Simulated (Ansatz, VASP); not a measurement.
# TaN: VASP beside Ansatz, part 2 of 2

One calculation is typed for both programs; each brings its own data sets. How far apart do they land? The cell is taken from a series of runs on this material, whose earlier steps may have relaxed, scaled, displaced or heated it; both programs get it as it stands.

VASP 6.6.1 and Ansatz 0.2.0.

So far: The starting structure; VASP: zone-centre phonons, LDA.

### Step 3. Ansatz: zone-centre phonons, LDA

Level of this step: Ansatz beside VASP: Kohn-Sham DFT, plane waves, LDA (Ansatz).

Ansatz runs on its PAW soft_1 files.

The same cell, functional (in two slightly different forms), mesh and smearing now go to Ansatz, which takes its cutoff from its data sets.

Contents of input.yaml:

```yaml
crystal:
  lattice:
    - [2.9355735073, 0.0, 0.0]
    - [-1.4677867536, 2.542281232, 0.0]
    - [0.0, 0.0, 2.8410636676]
  atoms:
    - { symbol: "N", position: [0.6666666667, 0.3333333333, 0.0] }
    - { symbol: Ta, position: [0.0, 0.0, 0.5] }
kpoints:
  mp_grid: { grid: [18, 18, 16] }
hamiltonian:
  xc: lda
  pseudopotentials: { kind: paw, azcp: { folder: soft_1 }, xc_functional: pbe }
scf:
  occupations: { method: methfessel_paxton, width: 0.2 }
output:
  eigenvalues: true
phonons:
  method: dfpt
```

Launch:

```console
ansatz run input.yaml --threads 4 --pin off --max-ram 10240MiB --backend cpu --events-out ev --progress --plain --runs-dir out
```

Numbers of over 12 decimals in the logs are rounded to 6 here.

The program printed:

```text
zone centre: on kpoints.mp_grid the ground state, and the responses unless they are solved on pairs of k-points, stand on 819 of the mesh's 5184 k-points, reduced under 4 symmetry operations, with k and −k counted as one. Each operation leaves every solved displacement unchanged or reverses it
Engine: ansatz 0.2.0, aarch64-unknown-linux-gnu
Pseudopotentials: kind: paw
Pseudopotential: N, paw, valence charge 5, recommended cutoff 420 eV (normal), soft_1/N.paw.azcp
Pseudopotential: Ta, paw, valence charge 13, recommended cutoff 420 eV (normal), soft_1/Ta.paw.azcp
Functional definition: SPW92
  exchange = slater_x
  correlation = pw_c
Crystal: 2 atoms, lattice volume = 21.203 Å³
Basis set: ecut = 420 eV, 405 PW (Γ), exchange–correlation on 40×40×40 points (8 copies of the dense FFT grid, shifted against one another)
Bands: 13, of which v1, the nominal top of the filled ones, is band 9 counted from 1 (8 counted from 0)
Symmetry: 12 space group operations
k-points: 819 of 5184 (irreducible under 4 space group operations, time reversal used)
Non-local potential: N, projectors of the file, l = 0: 2, l = 1: 2, l = 2: 1
Non-local potential: Ta, projectors of the file, l = 0: 3, l = 1: 2, l = 2: 2, l = 3: 1
PAW form: soft (Blöchl's): semilocal exchange-correlation on the pseudo side does not see the compensation charge
PAW frozen core: N, regenerated for the run's functional, and the local potential with it (the file was generated under x = pbe(κ = 0.804, μ = 0.219515), c = pbe(β = 0.066725))
PAW frozen core: Ta, regenerated for the run's functional, and the local potential with it (the file was generated under x = pbe(κ = 0.804, μ = 0.219515), c = pbe(β = 0.066725))
PAW one-centre angular grid: N, 110 points (default); XC on 64 Gauss nodes
PAW one-centre angular grid: Ta, 590 points (default); XC on 64 Gauss nodes
Initial density: superposition of atomic densities (chi_scale 0.1, normalization cell, long waves kept (reshape's long-wave potential 0.00 eV rms))
Initial wavefunctions: pseudopotential atomic-orbital guess
Functional: x = slater, c = lda
SCF iter   1: F=—  HF=-10060.061367 eV  |F-HF|=—  |Δ(HF+E_count)|=         —  Δρ=4.75e-2  dr2=2.73e-1  ethr=3.10e-3  ⟨swp⟩=5.0  Hψ=53049  notcnv=0
preconditioner: auto → none  [metal: Δε(μ)=0.079 eV  Ē_g=11.255 eV  σ=0.200 eV  W_gap=0.33  n_scr=8 (ndim 8)  ℏωp=25.5 eV  f_vac=0.000  D(μ)=0.05/eV (n_scr^D=0)  sad-step TF]
SCF iter   2: F=—  HF=-10060.041653 eV  |F-HF|=—  |Δ(HF+E_count)|=   1.97e-2  S|Δr|=    0.00e0  Δρ=2.96e-2  dr2=1.16e-1  ethr=1.52e-3  ⟨swp⟩=1.0  Hψ=17199  notcnv=0
SCF iter   3: F=—  HF=-10060.022059 eV  |F-HF|=—  |Δ(HF+E_count)|=   1.96e-2  S|Δr|=    0.00e0  Δρ=1.55e-3  dr2=2.34e-4  ethr=6.43e-4  ⟨swp⟩=2.5  Hψ=14235  notcnv=0
SCF iter   4: F=—  HF=-10060.022120 eV  |F-HF|=—  |Δ(HF+E_count)|=   6.07e-5  S|Δr|=    0.00e0  Δρ=3.67e-4  dr2=2.91e-5  ethr=1.30e-6  ⟨swp⟩=2.1  Hψ=16260  notcnv=0
SCF iter   5: F=—  HF=-10060.022112 eV  |F-HF|=—  |Δ(HF+E_count)|=   7.64e-6  S|Δr|=    0.00e0  Δρ=3.42e-5  dr2=8.71e-8  ethr=1.62e-7  ⟨swp⟩=2.2  Hψ=14458  notcnv=0
SCF iter   6: F=—  HF=-10060.022112 eV  |F-HF|=—  |Δ(HF+E_count)|=   2.07e-7  S|Δr|=    0.00e0  Δρ=5.60e-6  dr2=2.35e-9  ethr=4.84e-10  ⟨swp⟩=2.3  Hψ=17622  notcnv=0
SCF iter   7: F=—  HF=-10060.022112 eV  |F-HF|=—  |Δ(HF+E_count)|=  3.77e-10  S|Δr|=    0.00e0  Δρ=8.92e-7  dr2=1.22e-10  ethr=1.31e-11  ⟨swp⟩=2.5  Hψ=16337  notcnv=0
SCF iter   8: F=-10060.022112 eV  HF=-10060.022112 eV  |F-HF|=3.64e-12  |Δ(HF+E_count)|=  4.18e-11  S|Δr|=    0.00e0  Δρ=6.54e-8  dr2=3.00e-13  ethr=1.00e-12  ⟨swp⟩=6.0  Hψ=46444  notcnv=0
the search or the solves at the SCF's close seem to have found levels that the self-consistency loop had missed (the run counts 4). By its estimate they hold under 1e-12 electrons; where the run keeps them, the occupations were computed again with them
SCF 1 converged in 8 iterations: F = -10060.022112 eV  dr2 = 3.00e-13
  greatest PAW one-centre occupation: 0.999 electrons in one spin orbital (limit 2), on the Ta atom at site 1 (counted from 0), in its partial waves of l = 0
DFPT response loops at Γ: preconditioner auto → Kerker (q_TF=auto, 2.655 Å⁻¹) (partly filled bands, converged f_vac=0.000); β = 1.00, the filter's whole step (`scf.mixing.beta` (0.50) is not read by the response loops under this deck's `scf.mixing.preconditioner`; to damp them name `kerker` or `kerker_dos`, under which they read `scf.mixing.beta`, and type it under 1.00, their step now; both keys bind the ground state too); Broyden in place of MSR1
SCF converged after 8 iterations
Stability not checked: this state was not tested for a lower state beside it, because cold or Methfessel-Paxton smearing, or corrected tetrahedra, fill the levels in a way that the test cannot read (fill_not_monotonic; see scf.lower_state_search)
Free energy (F): -10060.022112 eV
Harris-Foulkes:  -10060.022112 eV  (|F-HF|=3.64e-12)
Internal energy: -10060.022950 eV  (E = F + TS)
E sigma→0 (E₀):  -10060.022322 eV
Entropy (-TS):   0.000838 eV (0.419 meV/atom)
Fermi energy:    20.054752 eV
--- Per-component energies (eV) ---
  E_band       = -53.484378
  E_kinetic    = 524.444253
  E_local      = -585.703985  (includes V_loc(G=0)·N_el)
  E_nonlocal   = 30.285010
  E_hartree    = 208.634331
  E_xc         = -378.900678
  E_vxc        = -310.994948  (∫ρ·V_xc dr)
  E_paw        = -8176.624405  (= ΣΔE_a)
  E_vpaw       = -128.784261  (= ΣTr[D̂ρ^β])
  E_aug_tail   = 0.000889  (compensation charges beyond the density's cutoff)
  E_ewald      = -1682.497406
  E_core_change = 0.339041  (= ΣΔE_core)
  E_smearing   = 0.000838  (= −TS)
  E_closure    = 0.000000  (closes the sum)
  Σ components = -10060.022112   (vs F -10060.022112, Δ=0.00e0)
--- Band table (eV; the first three rows and the last of 819) ---
  k-point 0: bands = [... 5 lower, 15.3826, 15.3826, 15.8809, 17.2814, 22.4309, 23.8354, 23.8354, 24.1844]
  k-point 1: bands = [... 5 lower, 15.4162, 15.4162, 15.5929, 17.5182, 22.5754, 23.1593, 23.1593, 24.7066]
  k-point 2: bands = [... 5 lower, 14.9248, 15.5126, 15.5126, 18.0852, 22.3098, 22.3098, 22.9646, 25.0880]
  k-point 818: bands = [... 5 lower, 12.3886, 13.1968, 15.9706, 19.1456, 24.2396, 25.3430, 26.2556, 27.3383]
--- Phonons (Γ-DFPT): 4 representative perturbations + reference, on 819 of 5184 k-points (Σ response iterations 12) ---
  k mesh reduced under 4 symmetry operations, with k and −k counted as one. Each operation leaves every solved displacement unchanged or reverses it
  ASR residual: 2.211e-5 → 0.000e0 eV/Å²; symmetrization residual: 3.442e-6 eV/Å²
  ASR residual per site (eV/Å²): 7.48e-6 2.21e-5
  Γ frequencies (cm⁻¹): 0.00 0.00 0.00 531.67 531.67 555.43
  non-analytic LO–TO correction: not included (Born effective charges unavailable; polar crystals: no LO–TO splitting at Γ)
```

In the SCF lines HF is the Harris–Foulkes energy and dr2 the Hartree energy of the density residual, in eV; the loop may stop once dr2 is under the threshold and the program's other checks hold. Hψ counts applications of the Hamiltonian.

### Step 4. Differences

Known differences besides the potentials themselves: the data sets hold 18 valence electrons in Ansatz (on its PAW soft_1 files) and 16 in VASP; the cutoff is 420 eV in Ansatz and 600 eV in VASP; VASP's log shows a relativistic correction to its local exchange, Ansatz's none. Total energies have different zeros and are not compared.

Compared:

| quantity | Ansatz | VASP | difference |
| --- | --- | --- | --- |
| optical mode 1 to 2 (cm⁻¹) | 531.7 | 534.9 | -0.59 % |
| optical mode 3 (cm⁻¹) | 555.4 | 558.7 | -0.58 % |

Modes are paired by rising frequency, not by their patterns, so a pair may set unlike modes beside each other; they are those without the splitting of longitudinal modes.

### Step 5. Results

```json
{
 "r.m.s. difference of the optical zone-centre modes, each program's sorted by frequency (zone-centre phonons, LDA)": "3.2 cm⁻¹",
 "difference in optical mode 1 to 2 (zone-centre phonons, LDA)": "-0.6 %"
}
```

The r.m.s. difference of the optical zone-centre modes, each program's sorted by frequency is 3.2 cm⁻¹ (zone-centre phonons, LDA). The data sets hold unlike numbers of valence electrons (18 in Ansatz and 16 in VASP), so part of the differences comes from the potentials. Among the rows given in per cent, the largest difference of the zone-centre phonons, LDA pair is in optical mode 1 to 2, -0.6 %. Such differences can come from data sets, numerical settings and the points named under the comparisons, not from the functional's error against experiment.

[Lines on the potential files, build, host, timing and source positions are cut from VASP's logs without a mark.]

[Logs are printed without paths, hosts, clocks, repeated set-up lines and the standing remarks that a program may print on its own settings, such as how far it seeks lower states.]

[Hosts, paths, dates, database ids (printed as entryN), source tags and the programs' standing remarks are cut or masked in the printed files.]
